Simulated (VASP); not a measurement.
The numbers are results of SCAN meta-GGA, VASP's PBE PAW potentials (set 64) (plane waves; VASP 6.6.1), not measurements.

The input files of a VASP run:

### POSCAR
```
Ho
1
    1.7840397040    -3.0900474639     0.0000000000
    1.7840397040     3.0900474639     0.0000000000
    0.0000000000     0.0000000000     5.4531519231
Ho
2
Direct
  0.3333330000   0.6666670000   0.2500000000
  0.6666670000   0.3333330000   0.7500000000
```

KPOINTS:
```
Automatic mesh
0
Gamma
12 12 7
0 0 0
```

### INCAR
```
SYSTEM = Ho
PREC = Accurate; ENCUT = 520; LREAL = F
LASPH = T
EDIFF = 1E-7; NELM = 100; ALGO = Normal
LMAXMIX = 6; LMIXTAU = T
ISMEAR = 1; SIGMA = 0.1
METAGGA = SCAN
IBRION = 2; NSW = 30; ISIF = 4
EDIFFG = -0.01
LWAVE = F; LCHARG = F
```

POTCAR, in this order: Ho_3 (PBE.64 set). Program: vasp_std.

The run wrote:

**OSZICAR**
```
       N       E                     dE             d eps       ncg     rms          rms(c)
DAV:   1     0.325274488492E+01    0.32527E+01   -0.83866E+03  2112   0.133E+03
DAV:   2    -0.952277861337E+02   -0.98481E+02   -0.96814E+02  2779   0.561E+02
DAV:   3    -0.100324221675E+03   -0.50964E+01   -0.49231E+01  3224   0.947E+01
DAV:   4    -0.100574746070E+03   -0.25052E+00   -0.23567E+00  3371   0.136E+01
DAV:   5    -0.100580780715E+03   -0.60346E-02   -0.60150E-02  3281   0.231E+00    0.299E+01
DAV:   6    -0.982878335696E+02    0.22929E+01   -0.10048E+00  3059   0.163E+01    0.154E+01
DAV:   7    -0.969597318780E+02    0.13281E+01   -0.46094E-01  3592   0.795E+00    0.520E-01
DAV:   8    -0.980000552955E+02   -0.10403E+01   -0.53408E-01  3245   0.751E+00    0.271E+00
DAV:   9    -0.979932402412E+02    0.68151E-02   -0.11911E-01  2701   0.465E+00    0.138E+00
DAV:  10    -0.980054199834E+02   -0.12180E-01   -0.10875E-02  2839   0.156E+00    0.102E+00
DAV:  11    -0.979921779933E+02    0.13242E-01   -0.54596E-02  2246   0.360E+00    0.107E+00
DAV:  12    -0.980069566723E+02   -0.14779E-01   -0.14399E-02  2342   0.204E+00    0.262E-01
DAV:  13    -0.980073475903E+02   -0.39092E-03   -0.38784E-03  2291   0.922E-01    0.366E-01
DAV:  14    -0.980119580080E+02   -0.46104E-02   -0.76637E-03  2221   0.126E+00    0.510E-01
DAV:  15    -0.980082318181E+02    0.37262E-02   -0.54806E-03  2709   0.102E+00    0.976E-02
DAV:  16    -0.980078689736E+02    0.36284E-03   -0.15563E-03  2196   0.523E-01    0.297E-02
DAV:  17    -0.980078338910E+02    0.35083E-04   -0.54602E-05  2635   0.892E-02    0.424E-02
DAV:  18    -0.980078289079E+02    0.49831E-05   -0.99271E-06  2579   0.426E-02    0.534E-02
DAV:  19    -0.980078237963E+02    0.51116E-05   -0.11211E-04  2231   0.137E-01    0.144E-02
DAV:  20    -0.980078253416E+02   -0.15454E-05   -0.35377E-05  2251   0.729E-02    0.811E-03
DAV:  21    -0.980078187431E+02    0.65985E-05   -0.30496E-06  2727   0.226E-02    0.309E-03
DAV:  22    -0.980078206968E+02   -0.19537E-05   -0.16659E-05  2231   0.503E-02    0.814E-03
DAV:  23    -0.980078160636E+02    0.46333E-05   -0.79083E-06  2236   0.349E-02    0.194E-03
DAV:  24    -0.980078126865E+02    0.33770E-05   -0.48711E-07  2709   0.959E-03    0.100E-03
DAV:  25    -0.980078135853E+02   -0.89883E-06   -0.48755E-07  2341   0.901E-03    0.163E-03
DAV:  26    -0.980078133593E+02    0.22608E-06   -0.24927E-07  2306   0.795E-03    0.137E-03
DAV:  27    -0.980078136210E+02   -0.26178E-06   -0.71176E-08  1338   0.401E-03    0.112E-03
DAV:  28    -0.980078137377E+02   -0.11666E-06   -0.19815E-09  1258   0.145E-03    0.112E-03
DAV:  29    -0.980078135721E+02    0.16564E-06   -0.87602E-09  1258   0.174E-03    0.579E-04
DAV:  30    -0.980078135788E+02   -0.66962E-08   -0.42136E-09  1258   0.172E-03
   1 F= -.98007814E+02 E0= -.98006664E+02  d E =-.980078E+02
       N       E                     dE             d eps       ncg     rms          rms(c)
DAV:   1    -0.980094157943E+02   -0.16022E-02   -0.69964E-02  2860   0.243E+00    0.170E-01
DAV:   2    -0.980086849443E+02    0.73085E-03   -0.24596E-03  3152   0.618E-01    0.117E-01
DAV:   3    -0.980086026976E+02    0.82247E-04   -0.32162E-04  3188   0.251E-01    0.583E-02
DAV:   4    -0.980086031863E+02   -0.48870E-06   -0.22363E-04  3078   0.189E-01    0.265E-02
DAV:   5    -0.980085844721E+02    0.18714E-04   -0.16171E-04  2216   0.175E-01    0.203E-02
DAV:   6    -0.980085751948E+02    0.92773E-05   -0.14521E-05  2274   0.416E-02    0.903E-03
DAV:   7    -0.980085794810E+02   -0.42861E-05   -0.26806E-06  3305   0.186E-02    0.330E-03
DAV:   8    -0.980085788204E+02    0.66053E-06   -0.31014E-06  2886   0.230E-02    0.573E-03
DAV:   9    -0.980085852551E+02   -0.64347E-05   -0.57669E-06  2195   0.348E-02    0.612E-04
DAV:  10    -0.980085838869E+02    0.13682E-05   -0.13827E-06  2136   0.154E-02    0.312E-04
DAV:  11    -0.980085838938E+02   -0.69058E-08   -0.76192E-08  1448   0.359E-03
   2 F= -.98008584E+02 E0= -.98007465E+02  d E =-.770315E-03
       N       E                     dE             d eps       ncg     rms          rms(c)
DAV:   1    -0.980089435482E+02   -0.35966E-03   -0.14257E-02  2855   0.110E+00    0.759E-02
DAV:   2    -0.980088047831E+02    0.13877E-03   -0.49991E-04  3155   0.280E-01    0.546E-02
DAV:   3    -0.980087901254E+02    0.14658E-04   -0.64901E-05  3193   0.113E-01    0.276E-02
DAV:   4    -0.980087993298E+02   -0.92044E-05   -0.46621E-05  3061   0.866E-02    0.119E-02
DAV:   5    -0.980087901398E+02    0.91900E-05   -0.30280E-05  2226   0.755E-02    0.954E-03
DAV:   6    -0.980087870517E+02    0.30881E-05   -0.29157E-06  2329   0.189E-02    0.407E-03
DAV:   7    -0.980087887747E+02   -0.17230E-05   -0.53274E-07  3116   0.816E-03    0.155E-03
DAV:   8    -0.980087888009E+02   -0.26233E-07   -0.56583E-07  2888   0.981E-03
   3 F= -.98008789E+02 E0= -.98007699E+02  d E =-.975222E-03
       N       E                     dE             d eps       ncg     rms          rms(c)
DAV:   1    -0.980096288047E+02   -0.84003E-03   -0.56951E-02  2837   0.220E+00    0.152E-01
DAV:   2    -0.980090354165E+02    0.59339E-03   -0.20510E-03  3130   0.573E-01    0.112E-01
DAV:   3    -0.980089614723E+02    0.73944E-04   -0.25387E-04  3155   0.224E-01    0.578E-02
DAV:   4    -0.980089648658E+02   -0.33935E-05   -0.20467E-04  3030   0.178E-01    0.252E-02
DAV:   5    -0.980089455164E+02    0.19349E-04   -0.11216E-04  2229   0.140E-01    0.201E-02
DAV:   6    -0.980089367570E+02    0.87594E-05   -0.15740E-05  2272   0.470E-02    0.768E-03
DAV:   7    -0.980089412444E+02   -0.44875E-05   -0.33296E-06  3059   0.210E-02    0.335E-03
DAV:   8    -0.980089405252E+02    0.71926E-06   -0.32450E-06  2728   0.244E-02    0.540E-03
DAV:   9    -0.980089469721E+02   -0.64469E-05   -0.47189E-06  2101   0.310E-02    0.959E-04
DAV:  10    -0.980089464230E+02    0.54907E-06   -0.57179E-07  2131   0.947E-03    0.324E-04
DAV:  11    -0.980089458102E+02    0.61280E-06   -0.51481E-08  1208   0.371E-03    0.410E-04
DAV:  12    -0.980089459419E+02   -0.13170E-06   -0.63405E-09  1168   0.275E-03    0.325E-04
DAV:  13    -0.980089460222E+02   -0.80287E-07   -0.11081E-08  1168   0.175E-03
   4 F= -.98008946E+02 E0= -.98007950E+02  d E =-.113244E-02
```

**OUTCAR**
```
------------------------ aborting loop because EDIFF is reached ----------------------------------------
  FORCE on cell =-STRESS in cart. coord.  units (eV):
  Direction    XX          YY          ZZ          XY          YZ          ZX
  --------------------------------------------------------------------------------------
  Total        0.1150776      0.1150776      0.0903787      0.0000000      0.0000000      0.0000000
  in kB        3.0665774      3.0665775      2.4084037      0.0000000      0.0000000      0.0000000
  external PRESSURE =       2.8471862 kB  Pullay stress =       0.0000000 kB
  volume of cell :       60.12
      direct lattice vectors                 reciprocal lattice vectors
     1.776032351 -3.076178322 -0.000000000     0.281526403 -0.162539342  0.000000000
     1.776032351  3.076178322 -0.000000000     0.281526403  0.162539342  0.000000000
     0.000000000  0.000000000  5.502434520     0.000000000  0.000000000  0.181737737
 POSITION                                       TOTAL-FORCE (eV/Angst)
 -----------------------------------------------------------------------------------
      1.77603      1.02539      1.37561         0.000000      0.000000      0.000000
      1.77603     -1.02539      4.12683        -0.000000     -0.000000      0.000000
 -----------------------------------------------------------------------------------
    total drift:                               -0.000002      0.000088     -0.000012
  FREE ENERGIE OF THE ION-ELECTRON SYSTEM (eV)
  ---------------------------------------------------
  free  energy   TOTEN  =       -98.0089460222 eV

  energy  without entropy=      -98.0059578115  energy(sigma->0) =      -98.00794995

 reached required accuracy - stopping structural energy minimisation
```
(Selected blocks of OUTCAR.)

CONTCAR:
```
Ho
   1.00000000000000
     1.7760323514592868   -3.0761783224830443   -0.0000000000000000
     1.7760323514592868    3.0761783224830443   -0.0000000000000000
     0.0000000000000000    0.0000000000000000    5.5024345201696478
  Ho
     2
Direct
     0.3333330000000032    0.6666669999999968    0.2500000000000000
     0.6666669999999968    0.3333330000000032    0.7500000000000000
```

OUTCAR:
```
 val. band max:        3.0420355342   @ k =   0.2500   0.0000   0.0000

 cond. band min:       3.0497817258   @ k =   0.3333   0.1667   0.4286


 Fermi energy:         3.0463571228

 k-point     1 :       0.0000    0.0000    0.0000
  band No.  band energies     occupation
      1     -21.7093      2.00000
      2     -21.0759      2.00000
      3     -21.0758      2.00000
      4     -20.9480      2.00000
      5     -20.9479      2.00000
      6     -20.8673      2.00000
      7      -2.6486      2.00000
      8       0.6936      2.00000
      9       4.3695     -0.00000
     10       5.0800      0.00000
     11       5.0801      0.00000
     12       5.6139      0.00000
     13       5.8962      0.00000

 k-point     2 :       0.0833    0.0000    0.0000
  band No.  band energies     occupation
      1     -21.6922      2.00000
      2     -21.1093      2.00000
      3     -21.0876      2.00000
      4     -20.9837      2.00000
      5     -20.9518      2.00000
      6     -20.8757      2.00000
      7      -2.4692      2.00000
      8       0.8656      2.00000
      9       4.1635     -0.00000
     10       4.6525     -0.00000
     11       5.2495      0.00000
     12       5.6776      0.00000
     13       5.9320      0.00000

 k-point     3 :       0.1667    0.0000    0.0000
  band No.  band energies     occupation
      1     -21.6433      2.00000
      2     -21.2010      2.00000
      3     -21.1185      2.00000
      4     -21.0783      2.00000
      5     -20.9633      2.00000
      6     -20.9011      2.00000
      7      -1.9564      2.00000
      8       1.3249      2.00000
      9       3.6488     -0.00000
     10       3.9842     -0.00000
     11       5.2064      0.00000
     12       5.7229      0.00000
     13       5.7670      0.00000

 k-point     4 :       0.2500    0.0000    0.0000
  band No.  band energies     occupation
      1     -21.5693      2.00000
      2     -21.3269      2.00000
      3     -21.2012      2.00000
...
```

The 4f electrons are frozen in the core of the lanthanide potential, so 4f levels, which can set the real gap, and their magnetism are missing.

The compound is Ho in the hcp structure. This run relaxes it. Symmetry was kept, so distortions that lower it aren't found.
